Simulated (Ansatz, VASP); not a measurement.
# Cross-check of WC (Qusongite) between VASP and Ansatz, part 2 of 2

Aim: how closely do two programs agree when they are given the same cell, functional and k mesh? Of the first pair: The structure shown is the end of the Ansatz relaxation below.

VASP 6.6.1 and Ansatz 0.2.0.

So far: The starting structure; Ansatz: relaxation, PBEsol; VASP: single point, PBEsol, pair 1; Side by side.

## 6. VASP: single point, PBEsol, pair 2

Level of this step: PBEsol; plane waves and PAW (C, W) (VASP).

The same cell, functional, mesh and smearing now go to VASP, with its own data sets.

INCAR reads:

```
SYSTEM = WC
PREC = Accurate
ENCUT = 600
EDIFF = 1E-06
NELM = 120
ISMEAR = 1
SIGMA = 0.2
LREAL = .FALSE.
ALGO = Normal
GGA = PS
NBANDS = 11
LASPH = .TRUE.
LORBIT = 11
LWAVE = .FALSE.
LCHARG = .FALSE.
ISIF = 2
GGA_COMPAT = .FALSE.
KPAR = 2
```

POSCAR reads:

```
WC
1.0
    3.0145394795      0.0000000000      0.0000000000
   -1.5072697398      2.6106677700      0.0000000000
    0.0000000000      0.0000000000      2.7885409520
C W
1 1
Direct
    0.6666666667      0.3333333333      0.5000000000
    0.0000000000      1.0000000000      0.0000000000
```

KPOINTS reads:

```
Automatic mesh
0
Gamma
18 18 16
0 0 0
```

PAW data sets: C and W (PBE family, release 64).

The run is started by

```console
$ mpirun -np 2 vasp_std
```

Numbers of over 12 decimals in the logs are rounded to 6 here.

The program printed:

```text
[banner, memory and clock lines left out]
running    2 mpi-ranks, on    1 nodes
[...]
[... a notice as in an earlier step ...]

 LDA part: xc-table for (Slater+PW92), standard interpolation
 POSCAR, INCAR and KPOINTS ok, starting setup
[...]
entering main loop
       N       E                     dE             d eps       ncg     rms          rms(c)
DAV:   1     0.268943010381E+02    0.26894E+02   -0.54090E+03  7326   0.923E+02
DAV:   2    -0.245163176397E+02   -0.51411E+02   -0.48847E+02  8482   0.209E+02
DAV:   3    -0.268119791124E+02   -0.22957E+01   -0.22667E+01  9083   0.368E+01
DAV:   4    -0.268292569537E+02   -0.17278E-01   -0.17272E-01  8158   0.370E+00
[...]
DAV:  11    -0.238084297816E+02    0.14389E-04   -0.68040E-05  8568   0.572E-02    0.198E-02
DAV:  12    -0.238084280511E+02    0.17305E-05   -0.30800E-06  6345   0.122E-02    0.177E-02
DAV:  13    -0.238084280505E+02    0.57321E-09   -0.63074E-07  3930   0.728E-03
   1 F= -.23808428E+02 E0= -.23808252E+02  d E =-.528576E-03
```

Parts of OUTCAR (step 6):

```text
  Total       -4.2906838     -4.2906838     -0.2003081      0.0000000      0.0000000     -0.0000000
  in kB     -313.2474061   -313.2474061    -14.6237759      0.0000000      0.0000000     -0.0000000
  external PRESSURE =    -213.7061961 kB  Pullay stress =       0.0000000 kB

 POSITION                                       TOTAL-FORCE (eV/Angst)
 -----------------------------------------------------------------------------------
      1.50727      0.87022      1.39427        -0.000000      0.000000      0.000000
      0.00000      0.00000      0.00000         0.000000     -0.000000      0.000000
 -----------------------------------------------------------------------------------
    total drift:                               -0.000000      0.000000      0.000000

  FREE ENERGIE OF THE ION-ELECTRON SYSTEM (eV)
  ---------------------------------------------------
  free  energy   TOTEN  =       -23.8084280505 eV

  energy  without entropy=      -23.8078994746  energy(sigma->0) =      -23.80825186

[... 1 part as in an earlier step ...]

[... 2 further parts left out ...]
[key lines of the parts left out:]
E-fermi :   7.5612
```

The run ends at a pressure of -21.37 GPa.

## 7. Side by side

What differs besides the data sets and the points named for the pairs above, as far as they apply: the data sets hold 18 valence electrons in Ansatz (on its PAW soft_1 files) and 10 in VASP. Total energies have different zeros and are not compared.

The two programs side by side:

| quantity | Ansatz | VASP | difference |
| --- | --- | --- | --- |
| pressure (GPa) | -20.28 | -21.37 | +1.09 |

## 8. Further runs

Further runs change the set-up of one program: Ansatz's method, potentials or start, or VASP's data sets, cutoff or form of LDA. The table gives that difference for each run.

| run | pressure (GPa) |
| --- | --- |
| as above | 1.1 |
| VASP with the data sets C and W_sv | -0.86 |

## 9. VASP: relaxation of cell and atoms, PBEsol

The relaxed volume is the usual yardstick between codes: in a stiff, nearly cubic crystal its relative difference is about their pressure difference at one cell divided by the bulk modulus. Its start cell is another than that of the pair before, and may be another structure of the material.

INCAR reads:

```
SYSTEM = WC
PREC = Accurate
ENCUT = 600
EDIFF = 1E-07
NELM = 120
ISMEAR = 0
SIGMA = 0.1
LREAL = .FALSE.
ALGO = Normal
GGA = PS
NBANDS = 11
LASPH = .TRUE.
LORBIT = 11
LWAVE = .FALSE.
LCHARG = .FALSE.
ISIF = 3
IBRION = 2
NSW = 80
EDIFFG = -0.005
GGA_COMPAT = .FALSE.
NELMIN = 4
KPAR = 2
```

POSCAR reads:

```
WC
1.0
    2.9065000000      0.0000000000      0.0000000000
   -1.4532500000      2.5171030000      0.0000000000
    0.0000000000      0.0000000000      2.8366000000
C W
1 1
Direct
    0.6666666005      0.3333332009      0.5000000000
    0.9999999338      0.9999998676      1.0000000000
```

KPOINTS reads:

```
Automatic mesh
0
Gamma
18 18 14
0 0 0
```

The run is started by

```console
$ mpirun -np 2 vasp_std
```

The program printed:

```text
[... set-up lines as in an earlier step ...]
 entering main loop
       N       E                     dE             d eps       ncg     rms          rms(c)
DAV:   1     0.279314251029E+02    0.27931E+02   -0.54688E+03  6512   0.928E+02
DAV:   2    -0.247188177516E+02   -0.52650E+02   -0.50160E+02  7434   0.213E+02
DAV:   3    -0.269423081616E+02   -0.22235E+01   -0.21953E+01  8172   0.368E+01
DAV:   4    -0.269581725673E+02   -0.15864E-01   -0.15859E-01  7129   0.355E+00
[...]
DAV:  11    -0.239809334563E+02    0.11378E-04   -0.67327E-05  7655   0.579E-02    0.728E-03
DAV:  12    -0.239809311275E+02    0.23288E-05   -0.34080E-06  7343   0.124E-02    0.133E-02
DAV:  13    -0.239809311859E+02   -0.58410E-07   -0.38439E-07  7082   0.566E-03
   1 F= -.23980931E+02 E0= -.23980275E+02  d E =-.239809E+02
[... from here on, the cycles between the ionic steps are left out ...]
   2 F= -.23960344E+02 E0= -.23959722E+02  d E =0.205871E-01
   3 F= -.23983526E+02 E0= -.23982881E+02  d E =-.259471E-02
   4 F= -.23983526E+02 E0= -.23982881E+02  d E =-.259484E-02
   5 F= -.23983529E+02 E0= -.23982895E+02  d E =-.248368E-05
   6 F= -.23983543E+02 E0= -.23982904E+02  d E =-.165691E-04
[...]
reached required accuracy - stopping structural energy minimisation
```

Parts of OUTCAR (step 9):

```text
  Total        0.0055815      0.0055815      0.0068088     -0.0000000      0.0000000     -0.0000000
  in kB        0.4352230      0.4352230      0.5309176     -0.0000000      0.0000000     -0.0000000
  external PRESSURE =       0.4671212 kB  Pullay stress =       0.0000000 kB

 POSITION                                       TOTAL-FORCE (eV/Angst)
 -----------------------------------------------------------------------------------
      1.44823      0.83613      1.41403        -0.000000     -0.000000      0.000000
      1.44823      2.50840     -0.00000         0.000000      0.000000     -0.000000
 -----------------------------------------------------------------------------------
    total drift:                               -0.000000      0.000094      0.000000

  FREE ENERGIE OF THE ION-ELECTRON SYSTEM (eV)
  ---------------------------------------------------
  free  energy   TOTEN  =       -23.9835425991 eV

  energy  without entropy=      -23.9822653977  energy(sigma->0) =      -23.98290400

 reached required accuracy - stopping structural energy minimisation

[... 3 further parts left out ...]
[key lines of the parts left out:]
E-fermi :   8.2814
```

The run keeps the 12 symmetry operations of its start, so it cannot find a distortion of lower symmetry.

## 10. Ansatz: relaxation of cell and atoms, PBEsol

The same cell, functional, mesh and smearing now go to Ansatz, which takes its cutoff from its data sets.

The cell is taken from a series of runs on this material, whose earlier steps may have relaxed, scaled, displaced or heated it; both programs get it as it stands.

input.yaml reads:

```yaml
crystal:
  lattice:
    - [2.9065, 0.0, 0.0]
    - [-1.45325, 2.5171028361, 0.0]
    - [0.0, 0.0, 2.8366]
  atoms:
    - { symbol: C, position: [0.66666667, 0.33333333, 0.5] }
    - { symbol: W, position: [0.0, 0.0, 0.0] }
kpoints:
  mp_grid: { grid: [18, 18, 14] }
hamiltonian:
  xc: pbesol
  pseudopotentials: { kind: paw, azcp: { folder: soft_1 }, xc_functional: pbe }
scf:
  occupations: { method: gaussian, width: 0.1 }
output:
  forces: true
  stress: true
  eigenvalues: true
  write_density: true
  write_potential: true
  elf: true
  volumetric_format: npy
relax:
  adjacent_minimum: "off"
  f_tol: 0.005
  max_steps: 80
  cell: { stress_tol: 0.05 }
```

The run is started by

```console
$ ansatz run input.yaml --threads 4 --pin off --max-ram 10240MiB --backend cpu --events-out ev --progress --plain --runs-dir out
```

The program printed:

```text
[...]
Crystal: 2 atoms, lattice volume = 20.752 Å³
Basis set: ecut = 420 eV, 405 PW (Γ), exchange–correlation on 40×40×40 points (8 copies of the dense FFT grid, shifted against one another)
Bands: 13, of which v1, the nominal top of the filled ones, is band 9 counted from 1 (8 counted from 0)
Symmetry: 12 space group operations
[...]
k-points: 296 of 4536 (time reversal used)
[...]
k-point 295: bands = [... 5 lower, 13.1814, 15.0620, 18.9125, 19.8371, 24.9562, 27.0020, 28.2032, 29.6785]
--- Relaxed structure (5 steps of the walk, 5 accepted, 1 SCFs on fresh bases) ---
[...]
cell:  # Å, volume = 20.5778 Å³
    - [2.898613, -8.756623679376025e-19, 0]
    - [-1.449306, 2.510272, 0]
    - [0, 0, 2.828056]
  atoms:
    - { symbol: C, position: [0.666667, 0.333333, 0.500000] }
    - { symbol: W, position: [1.8503717008154225e-17, -1.8503717008154225e-17, 0.0] }
[key lines of the parts left out:]
SCF converged after 8 iterations
Free energy (F): -10504.747748 eV
Fermi energy:    20.494002 eV
P = ⅓ Tr σ = -0.0118 GPa (-0.118 kbar)
```

## 11. Differences

What differs besides the data sets and the points named for the pairs above, as far as they apply: the data sets hold 18 valence electrons in Ansatz (on its PAW soft_1 files) and 10 in VASP; Ansatz adds a Pulay correction to the stress that steers its cell, VASP none. Total energies have different zeros and are not compared.

Both answers:

| quantity | Ansatz | VASP | difference |
| --- | --- | --- | --- |
| volume (Å³) | 20.58 | 20.55 | +0.15 % |
| edge a after relaxation, in the typed setting (Å) | 2.899 | 2.897 | +0.07 % |
| edge c after relaxation, in the typed setting (Å) | 2.828 | 2.828 | +0.00 % |

## 12. What came out

| Property | Result |
| --- | --- |
| difference in pressure (single point, PBEsol, pair 1) | 0.70 GPa |
| difference in pressure (single point, PBEsol, pair 2) | 1.1 GPa |
| difference in volume (relaxation of cell and atoms, PBEsol) | 0.15 % |

In words: The difference in pressure is 1.1 GPa (single point, PBEsol, pair 2), beyond the 1 GPa picked in this series as the mark of a large difference. The data sets hold unlike numbers of valence electrons (18 in Ansatz and 10 in VASP), so part of the differences comes from the potentials. Single point, PBEsol, pair 2, VASP with the data sets C and W_sv: the difference in pressure goes from 1.1 to -0.86 GPa. 5 further runs of this series are not shown here. Such differences can come from data sets, numerical settings and the points named under the comparisons, not from the functional's error against experiment.

[Lines on the potential files, build, host, timing and source positions are cut from VASP's logs without a mark.]

[Logs are printed without paths, hosts, clocks, repeated set-up lines and the standing remarks that a program may print on its own settings, such as how far it seeks lower states.]

[Hosts, paths, dates, database ids (printed as entryN), source tags and the programs' standing remarks are cut or masked in the printed files.]
